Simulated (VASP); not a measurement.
## MnF2: input slips in a phonon run and what they do

Aim: see how common mistakes in a phonon run show up, on MnF2. The starting structure is a measured crystal structure from the Crystallography Open Database.

Method: Kohn-Sham DFT with plane waves and PAW; LDA+U (Mn d 3.9 eV), in VASP 6.6.1.

## (1) The starting structure

Symmetry: P4_2/mnm, No. 136, tetragonal system. Conventional cell: a = 4.874 Å, b = 4.874 Å, c = 3.311 Å, α = 90.00°, β = 90.00°, γ = 90.00°. Nearest to Mn lie 6 F at 2.10 to 2.13 Å. Nearest to F lie 3 Mn at 2.10 to 2.13 Å. Farther neighbours and most contacts between anions are not listed.

## (2) Reference modes

The cell comes from a relaxation at this level, not shown (75.25 Å³).

INCAR reads:

```
SYSTEM = MnF2
PREC = Accurate
ENCUT = 520
EDIFF = 1E-08
NELM = 100
ISMEAR = 0
SIGMA = 0.03
LREAL = .FALSE.
ALGO = Normal
GGA = CA
NBANDS = 41
ISPIN = 2
MAGMOM = 4 4 0 0 0 0
LDAU = .TRUE.
LDAUTYPE = 2
LDAUL = 2 -1
LDAUU = 3.9 0
LDAUJ = 0 0
LDAUPRINT = 1
LASPH = .TRUE.
LMAXMIX = 4
LORBIT = 11
LWAVE = .FALSE.
LCHARG = .FALSE.
KPAR = 8
IBRION = 6
NFREE = 2
POTIM = 0.015
NSW = 1
ISIF = 2
```

POSCAR reads:

```
MnF2
1.0
    4.8030081862      0.0000000000      0.0000000000
    0.0000000000      4.8030081862      0.0000000000
    0.0000000000      0.0000000000      3.2618616242
Mn F
2 4
Direct
    0.5000000000      0.5000000000      0.5000000000
    0.0000000000      0.0000000000      0.0000000000
    0.8049555566      0.1950444434      0.5000000000
    0.6950444434      0.6950444434      0.0000000000
    0.1950444434      0.8049555566      0.5000000000
    0.3049555566      0.3049555566      0.0000000000
```

KPOINTS reads:

```
Automatic mesh
0
Gamma
4 4 6
0 0 0
```

The projector-augmented-wave data sets are Mn_pv and F (LDA family, release 64).

Command:

```console
> mpirun -np 8 vasp_std
```

Log:

```text
[banner, memory and clock lines left out]
running    8 mpi-ranks, on    1 nodes
 distrk:  each k-point on    1 cores,    8 groups
 distr:  one band on    1 cores,    1 groups

 POSCAR found type information on POSCAR MnF
 POSCAR found :  2 types and       6 ions
|                                                                             |
|           W    W    AA    RRRRR   N    N  II  N    N   GGGG   !!!           |
|           W    W   A  A   R    R  NN   N  II  NN   N  G    G  !!!           |
|           W    W  A    A  R    R  N N  N  II  N N  N  G       !!!           |
|           W WW W  AAAAAA  RRRRR   N  N N  II  N  N N  G  GGG   !            |
|           WW  WW  A    A  R   R   N   NN  II  N   NN  G    G                |
|           W    W  A    A  R    R  N    N  II  N    N   GGGG   !!!           |
|                                                                             |
|     For optimal performance we recommend to set                             |
|       NCORE = 2 up to number-of-cores-per-socket                            |
|     NCORE specifies how many cores store one orbital (NPAR=cpu/NCORE).      |
|     This setting can greatly improve the performance of VASP for DFT.       |
|     The default, NCORE=1 might be grossly inefficient on modern             |
|     multi-core architectures or massively parallel machines. Do your        |
|     Unfortunately you need to use the default for GW and RPA                |
|     calculations (for HF NCORE is supported but not extensively tested      |
|     yet).                                                                   |
|                                                                             |

 LDA part: xc-table for (Slater(with rela. corr.)+CA(PZ))
 , standard interpolation
 POSCAR, INCAR and KPOINTS ok, starting setup
 FFT: planning ... GRIDC
 FFT: planning ... GRID_SOFT
 FFT: planning ... GRID
 WAVECAR not read
 entering main loop
       N       E                     dE             d eps       ncg     rms          rms(c)
DAV:   1     0.681967848735E+03    0.68197E+03   -0.29729E+04  4000   0.151E+03
DAV:   2     0.215226774987E+02   -0.66045E+03   -0.61391E+03  4091   0.457E+02
DAV:   3    -0.388598746370E+02   -0.60383E+02   -0.59554E+02  4552   0.151E+02
DAV:   4    -0.398724932653E+02   -0.10126E+01   -0.10109E+01  4196   0.209E+01
DAV:   5    -0.398834643775E+02   -0.10971E-01   -0.10970E-01  4462   0.220E+00    0.236E+01
DAV:   6    -0.390926293402E+02    0.79084E+00   -0.14726E+01  4491   0.311E+01    0.187E+01
DAV:   7    -0.399602933633E+02   -0.86766E+00   -0.17173E+00  4095   0.117E+01    0.116E+01
DAV:   8    -0.396754276207E+02    0.28487E+00   -0.24338E-01  4414   0.486E+00    0.745E+00
DAV:   9    -0.401396030517E+02   -0.46418E+00   -0.68381E-02  4502   0.285E+00    0.799E-01
DAV:  10    -0.401384258274E+02    0.11772E-02   -0.12434E-02  4193   0.804E-01    0.213E-01
DAV:  11    -0.401384663455E+02   -0.40518E-04   -0.15597E-03  4221   0.230E-01    0.869E-02
DAV:  12    -0.401384851072E+02   -0.18762E-04   -0.48786E-05  4273   0.544E-02    0.384E-02
DAV:  13    -0.401384876372E+02   -0.25300E-05   -0.53676E-06  4186   0.202E-02    0.152E-02
DAV:  14    -0.401384884239E+02   -0.78670E-06   -0.20636E-06  4379   0.927E-03    0.620E-03
DAV:  15    -0.401384884583E+02   -0.34392E-07   -0.26786E-07  4436   0.482E-03    0.105E-03
DAV:  16    -0.401384884623E+02   -0.39845E-08   -0.53081E-08  4052   0.192E-03
   1 F= -.40138488E+02 E0= -.40138488E+02  d E =-.176059E-34  mag=    10.0000
[... from here on, the cycles between the ionic steps are left out ...]
   2 F= -.40137267E+02 E0= -.40137267E+02  d E =-.182920E-34  mag=    10.0000
   3 F= -.40137267E+02 E0= -.40137267E+02  d E =-.183651E-34  mag=    10.0000
   4 F= -.40137498E+02 E0= -.40137498E+02  d E =-.180094E-34  mag=    10.0000
   5 F= -.40137498E+02 E0= -.40137498E+02  d E =-.179953E-34  mag=    10.0000
   6 F= -.40137794E+02 E0= -.40137794E+02  d E =-.206305E-35  mag=    10.0000
   7 F= -.40137799E+02 E0= -.40137799E+02  d E =-.149007E-31  mag=    10.0000
   8 F= -.40137922E+02 E0= -.40137922E+02  d E =-.221355E-34  mag=    10.0000
 Finite differences progress:
  Degree of freedom:   4/  4
  Displacement:        1/  2
  Total:               7/  8
 bond charge predicted
       N       E                     dE             d eps       ncg     rms          rms(c)
DAV:   1    -0.401310887329E+02    0.68329E-02   -0.55704E+00  5576   0.116E+01    0.325E-01
DAV:   2    -0.401382785638E+02   -0.71898E-02   -0.76325E-02  6187   0.142E+00    0.216E-01
DAV:   3    -0.401380405084E+02    0.23806E-03   -0.30980E-04  6036   0.137E-01    0.133E-01
DAV:   4    -0.401379156665E+02    0.12484E-03   -0.26865E-04  6433   0.120E-01    0.587E-02
DAV:   5    -0.401379227448E+02   -0.70783E-05   -0.81410E-05  5907   0.492E-02    0.163E-02
DAV:   6    -0.401379220123E+02    0.73251E-06   -0.31975E-06  6240   0.135E-02    0.922E-03
DAV:   7    -0.401379216142E+02    0.39814E-06   -0.72935E-07  5877   0.688E-03    0.469E-03
DAV:   8    -0.401379216068E+02    0.74006E-08   -0.35626E-07  5905   0.360E-03    0.110E-03
DAV:   9    -0.401379216090E+02   -0.22565E-08   -0.30994E-08  5269   0.142E-03
   9 F= -.40137922E+02 E0= -.40137922E+02  d E =-.220650E-34  mag=    10.0000
 Finite differences progress:
  Degree of freedom:   4/  4
  Displacement:        2/  2
  Total:               8/  8
```

It took 65 s on 8 MPI ranks of Intel Xeon 6975P-C (Granite Rapids), shared host; peak memory 3.3 GiB.

The logs omit lines about the potential files and the build; timing stands in the text.

(Part 1 of 3 ends here.)

[Lines on the potential files, build, host, timing and source positions are cut from VASP's logs without a mark.]

[Logs are printed without paths, hosts, clocks, repeated set-up lines and the standing remarks that a program may print on its own settings, such as how far it seeks lower states.]

[Hosts, paths, dates, database ids (printed as entryN), source tags and the programs' standing remarks are cut or masked in the printed files.]
